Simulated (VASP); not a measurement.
Crystal: ZrF2, a sheet with vacuum.

```
Zr F
1.0
     2.98876    0.00000    0.00000
    -1.49438    2.58834    0.00000
     0.00000    0.00000   29.71320
Zr F
1 2
Direct
  0.00000 0.00000 0.26924
  0.66667 0.33333 0.21936
  0.33333 0.66667 0.31912
```

The cell was built by a generator and needn't be a form met in nature.

Base run:

```yaml
Program: VASP 6.6.1
Functional: PBE
Potentials_or_basis: VASP PAW PBE potentials, release 64 (Zr_sv, F)
Cutoff: 520 eV
k_mesh: 10 × 10 × 1
Occupations: fermi-dirac, width 0.05 eV
Spin: no spin polarisation
Hubbard_terms: Zr d U = 2 eV
```

Its results: band gap on the k mesh 0.03 eV, indirect (least direct gap 0.76 eV); largest force 0.246 eV/Å.

Q: The run is repeated on the same cell with these changes: hubbard terms from Zr d U = 2 eV to Zr d U = 5 eV. What comes out?

A: Band gap on the k mesh 0.10 eV, indirect (least direct gap 0.80 eV); largest force 0.604 eV/Å.

A k mesh can miss the band edges.

Not every run made on this cell is shown here.
